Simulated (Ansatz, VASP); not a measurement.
## RuC4: VASP beside Ansatz

File INCAR:

```
SYSTEM = RuC4
  PREC = Accurate
  ENCUT = 520
  EDIFF = 1E-6
  ISMEAR = 0
  SIGMA = 0.1
  LREAL = .FALSE.
  LASPH = .TRUE.
  NELM = 150
  ALGO = Normal
  ISIF = 2
  LWAVE = .FALSE.
  LCHARG = .FALSE.
  ISPIN = 2
  MAGMOM = 1 0 0 0 0
  LORBIT = 11
  LMAXMIX = 4
  GGA = PE
  NBANDS = 27
```

File KPOINTS:

```
Automatic mesh
0
G
  6 6 4
  0 0 0
```

Contents of POSCAR:

```
RuC4
1.0
    3.8995605740      0.0000000000      0.0000000000
   -1.9497802870      3.3771185207      0.0000000000
    0.0000000000      0.0000000000      3.8787734302
Ru C
1 4
Direct
    0.0000000000      0.0000000000      0.5000000000
    0.5000000000      0.0000000000      0.0000000000
    0.0000000000      0.5000000000      0.0000000000
    0.5000000000      0.5000000000      0.0000000000
    0.0000000000      0.0000000000      0.0000000000
```

Input for Ansatz:

```yaml
crystal:
  lattice:
    - [3.899560574, 0.0, 0.0]
    - [-1.949780287, 3.3771185207, 0.0]
    - [0.0, 0.0, 3.8787734302]
  atoms:
    - { symbol: Ru, position: [0.0, 0.0, 0.5], spin: 1.0 }
    - { symbol: C, position: [0.5, 0.0, 0.0] }
    - { symbol: C, position: [0.0, 0.5, 0.0] }
    - { symbol: C, position: [0.5, 0.5, 0.0] }
    - { symbol: C, position: [0.0, 0.0, 0.0] }
basis:
  ecutwfc: 420
kpoints:
  mp_grid: { grid: [6, 6, 4] }
hamiltonian:
  xc: pbe
scf:
  occupations: { method: gaussian, width: 0.1 }
  lower_state_search: "off"
output:
  forces: true
  stress: true
  eigenvalues: true
  populations: true
magnetization:
  spin_polarized: true
```

Alike in both runs: task single point; functional PBE; k mesh 6 × 6 × 4; occupations gaussian, width 0.1 eV; collinear spin.

|  | VASP | Ansatz |
| --- | --- | --- |
| version | VASP 6.6.1 | Ansatz 0.2.0 |
| potentials or method | VASP PAW PBE potentials, release 64 (Ru_pv, C) | scalar-relativistic, plane waves, PAW |
| plane-wave cutoff (eV) | 520 | 420 |
| valence electrons in the cell | 30 | 32 |

```csv
,VASP,Ansatz,Ansatz less VASP
gap on the k mesh at the Fermi level (eV),none,none,-
pressure (GPa),-0.1,-0.1,-0.02
largest component of the traceless stress (GPa),0.15,0.16,+0.012
net moment per atom (μB),0.00,0.00,0.000
```

A gap of «none» marks a metal or a gap that the smearing closes. The two sets of potentials don't hold the same shells in valence. Ansatz warned: «seeded_moment_not_kept».

Caveats: the k mesh is coarse (spacing up to 0.40 Å⁻¹), so the values aren't converged.
